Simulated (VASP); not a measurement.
Calculation: LDA (Ceperley-Alder, Perdew-Zunger), VASP's LDA PAW potentials (set 64) (plane waves; VASP).

VASP ran on this input.

POSCAR:
```
SnSe2
1
    1.9037372513    -3.2973698545     0.0000000000
    1.9037372513     3.2973698545    -0.0000000000
    0.0000000000     0.0000000000     5.8835584155
Sn Se
1 2
Direct
  1.0000000000   0.0000000000   0.0000000000
  0.3333330000   0.6666670000   0.2681258324
  0.6666670000   0.3333330000   0.7318741676
```

INCAR:
```
SYSTEM = SnSe2
PREC = Accurate
ENCUT = 400
EDIFF = 1E-8
NELM = 100
ALGO = Normal
LREAL = .FALSE.
LASPH = .TRUE.
ISMEAR = 0
SIGMA = 0.01
LMAXMIX = 4
LWAVE = .FALSE.
LCHARG = .FALSE.
IBRION = 8
NSW = 1
LEPSILON = .TRUE.
```

File KPOINTS:
```
Automatic
0
Gamma
 12 12 7
0 0 0
```

POTCAR, in this order: Sn_d Se (LDA.64 set). Program: vasp_std.

Output

OSZICAR:
```
...
RMM:   1    -0.144179372229E+01   -0.14418E+01   -0.29679E+00  5266   0.110E+01
RMM:   2    -0.355968380840E+01   -0.21179E+01   -0.38110E-01  7229   0.271E+00    0.329E+00
RMM:   3    -0.308634057119E+01    0.47334E+00   -0.68216E-01  7282   0.321E+00    0.116E+00
RMM:   4    -0.311156464671E+01   -0.25224E-01   -0.86834E-02  7432   0.117E+00    0.649E-01
RMM:   5    -0.315010859911E+01   -0.38544E-01   -0.19110E-02  7228   0.649E-01    0.149E-01
RMM:   6    -0.315141928932E+01   -0.13107E-02   -0.21013E-03  7472   0.238E-01    0.532E-02
RMM:   7    -0.315562838001E+01   -0.42091E-02   -0.19413E-04  7385   0.820E-02    0.123E-02
RMM:   8    -0.315550271023E+01    0.12567E-03    0.24135E-05  7397   0.241E-02    0.837E-03
RMM:   9    -0.315563932446E+01   -0.13661E-03   -0.17479E-06  6993   0.106E-02    0.148E-03
RMM:  10    -0.315563179612E+01    0.75283E-05    0.13530E-05  7715   0.436E-03    0.620E-04
RMM:  11    -0.315563075247E+01    0.10436E-05    0.96049E-06  7822   0.177E-03    0.231E-04
RMM:  12    -0.315563335504E+01   -0.26026E-05    0.20597E-06  7484   0.998E-04    0.743E-05
RMM:  13    -0.315563342746E+01   -0.72422E-07   -0.88600E-06  6201   0.741E-04    0.637E-05
RMM:  14    -0.315563278565E+01    0.64181E-06    0.98633E-06  5645   0.682E-04    0.241E-05
RMM:  15    -0.315563314228E+01   -0.35663E-06   -0.58599E-06  4377   0.662E-04    0.634E-06
 Linear response DOF=           4
 Linear response progress:
  Degree of freedom:   1/  4
       N       E                     dE             d eps       ncg     rms          rms(c)
RMM:   1    -0.211861846686E+00   -0.21186E+00    0.84551E-01 11477   0.151E+01
RMM:   2    -0.217474114095E+00   -0.56123E-02   -0.14457E-02 16874   0.102E+00    0.700E-02
RMM:   3    -0.217408716061E+00    0.65398E-04   -0.10319E-03 18368   0.256E-01    0.372E-02
RMM:   4    -0.217197270815E+00    0.21145E-03   -0.48235E-05 19140   0.752E-02    0.157E-02
RMM:   5    -0.217128142832E+00    0.69128E-04   -0.84400E-06 19161   0.262E-02    0.540E-03
RMM:   6    -0.217131397206E+00   -0.32544E-05   -0.19829E-06 19789   0.907E-03    0.202E-03
RMM:   7    -0.217137982454E+00   -0.65852E-05   -0.42791E-07 19827   0.335E-03    0.183E-04
RMM:   8    -0.217137501913E+00    0.48054E-06    0.91184E-07 19493   0.142E-03    0.941E-05
RMM:   9    -0.217137640062E+00   -0.13815E-06    0.91480E-07 20150   0.745E-04    0.297E-05
RMM:  10    -0.217137514380E+00    0.12568E-06    0.11846E-06 20699   0.446E-04    0.109E-05
RMM:  11    -0.217137523090E+00   -0.87098E-08    0.12765E-06 21173   0.318E-04    0.498E-06
RMM:  12    -0.217137502289E+00    0.20801E-07    0.12332E-06 21358   0.259E-04    0.311E-06
RMM:  13    -0.217137439495E+00    0.62794E-07    0.12694E-06 21633   0.229E-04    0.611E-07
RMM:  14    -0.217137450545E+00   -0.11050E-07    0.12731E-06 21456   0.212E-04    0.138E-06
RMM:  15    -0.217137443509E+00    0.70369E-08    0.12682E-06 21146   0.203E-04    0.976E-07
RMM:  16    -0.217137444906E+00   -0.13976E-08    0.11985E-06 21251   0.198E-04    0.696E-07
RMM:  17    -0.217137438774E+00    0.61319E-08    0.12410E-06 21211   0.195E-04    0.708E-07
RMM:  18    -0.217137434589E+00    0.41849E-08    0.12345E-06 22151   0.194E-04    0.951E-08
 Linear response progress:
  Degree of freedom:   2/  4
       N       E                     dE             d eps       ncg     rms          rms(c)
RMM:   1    -0.226191434749E+00   -0.22619E+00    0.88468E-01  4710   0.155E+01
RMM:   2    -0.230608344699E+00   -0.44169E-02   -0.16066E-02  6835   0.101E+00    0.117E-01
RMM:   3    -0.229808689182E+00    0.79966E-03   -0.13353E-03  7077   0.285E-01    0.674E-02
RMM:   4    -0.229266208902E+00    0.54248E-03   -0.26902E-04  7322   0.111E-01    0.296E-02
RMM:   5    -0.229019432404E+00    0.24678E-03   -0.11562E-04  7366   0.602E-02    0.786E-03
RMM:   6    -0.229031708288E+00   -0.12276E-04   -0.27780E-05  7757   0.207E-02    0.248E-03
RMM:   7    -0.229061784010E+00   -0.30076E-04   -0.10888E-05  7663   0.844E-03    0.123E-03
RMM:   8    -0.229061814075E+00   -0.30065E-07   -0.74288E-06  7687   0.327E-03    0.706E-04
RMM:   9    -0.229065835605E+00   -0.40215E-05   -0.45643E-06  7882   0.138E-03    0.175E-04
RMM:  10    -0.229063563551E+00    0.22721E-05   -0.12554E-06  7579   0.826E-04    0.705E-05
RMM:  11    -0.229064185633E+00   -0.62208E-06   -0.11657E-06  7983   0.423E-04    0.215E-05
RMM:  12    -0.229064363880E+00   -0.17825E-06   -0.12174E-07  8052   0.296E-04    0.129E-05
RMM:  13    -0.229064425619E+00   -0.61738E-07   -0.16174E-07  8381   0.248E-04    0.740E-06
RMM:  14    -0.229064453768E+00   -0.28149E-07   -0.75470E-08  8250   0.228E-04    0.342E-06
RMM:  15    -0.229064452956E+00    0.81135E-09    0.66973E-08  7811   0.220E-04    0.152E-06
 Linear response progress:
  Degree of freedom:   3/  4
       N       E                     dE             d eps       ncg     rms          rms(c)
RMM:   1    -0.806252904673E-01   -0.80625E-01    0.60009E-02 38124   0.161E+00
RMM:   2    -0.798725774403E-01    0.75271E-03   -0.22737E-03 28838   0.309E-01    0.817E-02
RMM:   3    -0.800652504098E-01   -0.19267E-03   -0.25634E-04 33186   0.931E-02    0.422E-02
RMM:   4    -0.803002207154E-01   -0.23497E-03   -0.69589E-05 33575   0.515E-02    0.655E-03
RMM:   5    -0.803056161232E-01   -0.53954E-05   -0.48576E-06 35897   0.129E-02    0.277E-03
RMM:   6    -0.803004079358E-01    0.52082E-05   -0.16977E-05 34908   0.344E-03    0.114E-03
RMM:   7    -0.803014743477E-01   -0.10664E-05   -0.34516E-06 35690   0.134E-03    0.226E-04
RMM:   8    -0.803021475314E-01   -0.67318E-06    0.51598E-07 34535   0.542E-04    0.746E-05
RMM:   9    -0.803019607448E-01    0.18679E-06    0.64874E-07 37590   0.317E-04    0.147E-05
RMM:  10    -0.803019940482E-01   -0.33303E-07    0.36229E-07 38434   0.217E-04    0.419E-06
RMM:  11    -0.803020076841E-01   -0.13636E-07    0.53995E-07 39839   0.188E-04    0.140E-06
RMM:  12    -0.803020116895E-01   -0.40054E-08    0.46185E-07 39760   0.182E-04    0.368E-07
RMM:  13    -0.803020103249E-01    0.13647E-08    0.51105E-07 37407   0.180E-04    0.128E-07
RMM:  14    -0.803020113770E-01   -0.10521E-08    0.47816E-07 37366   0.179E-04    0.802E-08
 Linear response progress:
  Degree of freedom:   4/  4
       N       E                     dE             d eps       ncg     rms          rms(c)
RMM:   1    -0.994235602584E-01   -0.99424E-01    0.64651E-02  8292   0.172E+00
RMM:   2    -0.971887893489E-01    0.22348E-02   -0.27109E-03  6689   0.297E-01    0.930E-02
RMM:   3    -0.970667705373E-01    0.12202E-03   -0.30191E-04  7261   0.954E-02    0.449E-02
RMM:   4    -0.970630466591E-01    0.37239E-05   -0.42736E-05  7381   0.481E-02    0.186E-02
RMM:   5    -0.970819021402E-01   -0.18855E-04   -0.10190E-05  7369   0.236E-02    0.519E-03
RMM:   6    -0.970815722274E-01    0.32991E-06   -0.15798E-06  7386   0.733E-03    0.133E-03
RMM:   7    -0.970820545136E-01   -0.48229E-06   -0.30871E-07  7485   0.185E-03    0.480E-04
RMM:   8    -0.970819782106E-01    0.76303E-07    0.13310E-07  7146   0.835E-04    0.122E-04
RMM:   9    -0.970819814462E-01   -0.32357E-08    0.23341E-07  7349   0.412E-04    0.393E-05
RMM:  10    -0.970818962347E-01    0.85212E-07   -0.18976E-07  8060   0.247E-04    0.996E-06
RMM:  11    -0.970818919165E-01    0.43182E-08   -0.26526E-07  8052   0.195E-04    0.367E-06
RMM:  12    -0.970818970100E-01   -0.50935E-08   -0.16545E-07  7986   0.183E-04    0.115E-06
RMM:  13    -0.970818990742E-01   -0.20642E-08   -0.13493E-07  7426   0.179E-04    0.322E-07
RMM:  14    -0.970818989012E-01    0.17300E-09   -0.98611E-08  5589   0.178E-04    0.138E-07
 Linear response finished
```

OUTCAR:
```
------------------------ aborting loop because EDIFF is reached ----------------------------------------

 HEAD OF MICROSCOPIC STATIC DIELECTRIC TENSOR (INDEPENDENT PARTICLE, excluding Hartree and local field effects)
 ------------------------------------------------------
          15.523739    -0.000000    -0.000000
          -0.000000    15.523741     0.000000
          -0.000000     0.000000    18.540824
 ------------------------------------------------------

 MACROSCOPIC STATIC DIELECTRIC TENSOR (including local field effects in DFT)
 ------------------------------------------------------
          14.584678    -0.000000     0.000000
          -0.000000    14.584680     0.000000
           0.000000    -0.000000    15.927963
 ------------------------------------------------------

 PIEZOELECTRIC TENSOR (including local field effects)  for field in x, y, z        (e  Angst)
          XX          YY          ZZ          XY          YZ          ZX
  --------------------------------------------------------------------------------
  x     0.00000     0.00000     0.00000     0.00000     0.00000     0.00000
  y     0.00000     0.00000     0.00000     0.00000     0.00000     0.00000
  z     0.00000     0.00000     0.00000     0.00000     0.00000     0.00000

 PIEZOELECTRIC TENSOR (including local field effects)  for field in x, y, z        (C/m^2)
          XX          YY          ZZ          XY          YZ          ZX
  --------------------------------------------------------------------------------
  x     0.00000     0.00000     0.00000     0.00000     0.00000     0.00000
  y     0.00000     0.00000     0.00000     0.00000     0.00000     0.00000
  z     0.00000     0.00000     0.00000     0.00000     0.00000     0.00000

 BORN EFFECTIVE CHARGES (including local field effects) (in |e|, cummulative output)
 ---------------------------------------------------------------------------------
 ion    1
    1     5.24267     0.00000     0.00000
    2     0.00000     5.24267     0.00000
    3     0.00000     0.00000     2.68002
 ion    2
    1    -2.62134     0.00000     0.00000
    2     0.00000    -2.62134     0.00000
    3     0.00000    -0.00000    -1.34001
 ion    3
    1    -2.62134     0.00000    -0.00000
    2     0.00000    -2.62134     0.00000
    3    -0.00000    -0.00000    -1.34001

   1 f  =    7.229749 THz    45.425853 2PiTHz  241.158472 cm-1    29.899826 meV
             X         Y         Z           dx          dy          dz
      0.000000  0.000000  0.000000    -0.000000   -0.000000   -0.754414
      1.903737  1.099125  1.577534    -0.000000   -0.000000    0.464144
      1.903737 -1.099125  4.306024     0.000000    0.000000    0.464144

   2 f  =    5.405738 THz    33.965254 2PiTHz  180.316012 cm-1    22.356326 meV
             X         Y         Z           dx          dy          dz
      0.000000  0.000000  0.000000    -0.000000   -0.000000    0.000000
      1.903737  1.099125  1.577534    -0.000000   -0.000000    0.707107
      1.903737 -1.099125  4.306024     0.000000    0.000000   -0.707107

   3 f  =    4.345708 THz    27.304890 2PiTHz  144.957223 cm-1    17.972397 meV
             X         Y         Z           dx          dy          dz
      0.000000  0.000000  0.000000     0.000000    0.755265    0.000000
      1.903737  1.099125  1.577534    -0.000000   -0.463451    0.000000
      1.903737 -1.099125  4.306024    -0.000000   -0.463451    0.000000

   4 f  =    4.345708 THz    27.304888 2PiTHz  144.957213 cm-1    17.972396 meV
             X         Y         Z           dx          dy          dz
      0.000000  0.000000  0.000000     0.755265   -0.000000   -0.000000
      1.903737  1.099125  1.577534    -0.463451    0.000000    0.000000
      1.903737 -1.099125  4.306024    -0.463451    0.000000   -0.000000

   5 f  =    3.834103 THz    24.090382 2PiTHz  127.891921 cm-1    15.856570 meV
             X         Y         Z           dx          dy          dz
      0.000000  0.000000  0.000000    -0.000000    0.000000   -0.000000
      1.903737  1.099125  1.577534    -0.000000   -0.707107   -0.000000
      1.903737 -1.099125  4.306024     0.000000    0.707107   -0.000000

   6 f  =    3.834103 THz    24.090380 2PiTHz  127.891913 cm-1    15.856569 meV
             X         Y         Z           dx          dy          dz
      0.000000  0.000000  0.000000     0.000000   -0.000000    0.000000
      1.903737  1.099125  1.577534    -0.707107    0.000000   -0.000000
      1.903737 -1.099125  4.306024     0.707107   -0.000000    0.000000

   7 f/i=    0.001953 THz     0.012271 2PiTHz    0.065146 cm-1     0.008077 meV
             X         Y         Z           dx          dy          dz
      0.000000  0.000000  0.000000    -0.655398    0.005252   -0.000000
      1.903737  1.099125  1.577534    -0.534036    0.004280   -0.000000
      1.903737 -1.099125  4.306024    -0.534036    0.004280   -0.000000

   8 f/i=    0.001953 THz     0.012271 2PiTHz    0.065146 cm-1     0.008077 meV
             X         Y         Z           dx          dy          dz
      0.000000  0.000000  0.000000    -0.005252   -0.655398    0.000000
      1.903737  1.099125  1.577534    -0.004280   -0.534036    0.000000
      1.903737 -1.099125  4.306024    -0.004280   -0.534036    0.000000

   9 f/i=    0.012633 THz     0.079376 2PiTHz    0.421395 cm-1     0.052246 meV
             X         Y         Z           dx          dy          dz
      0.000000  0.000000  0.000000     0.000000   -0.000000   -0.656399
      1.903737  1.099125  1.577534     0.000000   -0.000000   -0.533451
      1.903737 -1.099125  4.306024     0.000000   -0.000000   -0.533451

 MACROSCOPIC STATIC DIELECTRIC TENSOR IONIC CONTRIBUTION
 ------------------------------------------------------
          12.860492     0.000000    -0.000000
           0.000000    12.860493    -0.000000
          -0.000000    -0.000000     1.214841
 ------------------------------------------------------

 ELASTIC MODULI CONTR FROM IONIC RELAXATION (kBar)
 Direction    XX          YY          ZZ          XY          YZ          ZX
 --------------------------------------------------------------------------------
 XX        -127.7787   -109.1665   -316.6620      0.0000    -40.3662      0.0000
...
```
(Selected blocks of OUTCAR.)

**OUTCAR**
```
 val. band max:        4.8856317614   @ k =   0.0833   0.0833   0.0000

 cond. band min:       5.1003163176   @ k =   0.0000   0.4167   0.2857


 Fermi energy:         4.9847049689

 k-point     1 :       0.0000    0.0000    0.0000
  band No.  band energies     occupation
      1     -16.5654      2.00000
      2     -16.5654      2.00000
      3     -16.5241      2.00000
      4     -16.5112      2.00000
      5     -16.5112      2.00000
      6      -9.4285      2.00000
      7      -7.5581      2.00000
      8      -1.9288      2.00000
      9       4.0114      2.00000
     10       4.0114      2.00000
     11       4.1722      2.00000
     12       4.1722      2.00000
     13       4.7507      2.00000
     14       5.4041      0.00000
     15       7.5590      0.00000
     16       9.2200      0.00000
     17       9.2201      0.00000

 k-point     2 :       0.0833   -0.0000    0.0000
  band No.  band energies     occupation
      1     -16.5685      2.00000
      2     -16.5627      2.00000
      3     -16.5221      2.00000
      4     -16.5130      2.00000
      5     -16.5109      2.00000
      6      -9.3591      2.00000
      7      -7.5146      2.00000
      8      -1.8956      2.00000
      9       3.0683      2.00000
     10       3.6178      2.00000
     11       3.7845      2.00000
     12       4.4259      2.00000
     13       4.8507      2.00000
     14       6.1241      0.00000
     15       7.9592      0.00000
     16       8.9367      0.00000
     17       9.3249      0.00000

 k-point     3 :       0.1667    0.0000    0.0000
  band No.  band energies     occupation
      1     -16.5779      2.00000
      2     -16.5561      2.00000
      3     -16.5197      2.00000
      4     -16.5140      2.00000
      5     -16.5093      2.00000
      6      -9.1548      2.00000
      7      -7.3970      2.00000
      8      -1.8272      2.00000
      9       1.8494      2.00000
     10       2.9546      2.00000
     11       3.1092      2.00000
...
```

The dielectric response may not be converged in the k-mesh; for small gaps it tends to come out too large. Tensors are in the Cartesian frame of the cell as typed. Unless said otherwise, spin-orbit coupling is left out, though it shifts the bands of the heavy elements here.

The compound is SnSe2 in the 1T layered structure. It was relaxed first.
